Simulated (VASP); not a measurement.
Input:

```
CELL_PARAMETERS angstrom
      4.43720     0.00000     0.00000
     -2.21860     3.84273     0.00000
      0.00000     0.00000    35.60349
ATOMIC_POSITIONS crystal
  Bi 0.33333 0.66667 0.28879
  Bi 0.00000 0.00000 0.59052
  Bi 0.00000 0.00000 0.40948
  Bi 0.66667 0.33333 0.71121
  Te 0.00000 0.00000 0.23750
  Te 0.66667 0.33333 0.34914
  Te 0.33333 0.66667 0.46078
  Te 0.66667 0.33333 0.53922
  Te 0.33333 0.66667 0.65086
  Te 0.00000 0.00000 0.76250
```

The numbers are results of PBE GGA, VASP's PBE PAW potentials (set 64) (plane waves; VASP 6.6.1), not measurements. Numerical set-up: PREC = Normal, EDIFF = 1E-5, 400 eV cut-off, 12×12×1 Γ-centred mesh, Gaussian smearing of 0.050 eV, potentials Bi_d Te.

Q: The ions and cell shape at fixed volume are relaxed. What does this cell relax into?

A: 
```
CELL_PARAMETERS angstrom
      4.44015     0.00000     0.00000
     -2.22007     3.84528     0.00000
      0.00000     0.00000    35.55630
ATOMIC_POSITIONS crystal
  Bi 0.33333 0.66667 0.29107
  Bi 0.00000 0.00000 0.59347
  Bi 0.00000 0.00000 0.40653
  Bi 0.66667 0.33333 0.70893
  Te 0.00000 0.00000 0.24290
  Te 0.66667 0.33333 0.34883
  Te 0.33333 0.66667 0.45504
  Te 0.66667 0.33333 0.54496
  Te 0.33333 0.66667 0.65117
  Te 0.00000 0.00000 0.75710
```

Q: How much energy does the relaxation gain?

A: The energy (σ→0) changes by -19.2 meV/atom, in 17 ionic steps.

The cell is a sheet with vacuum, built from Bi2Te3 (tetradymite).
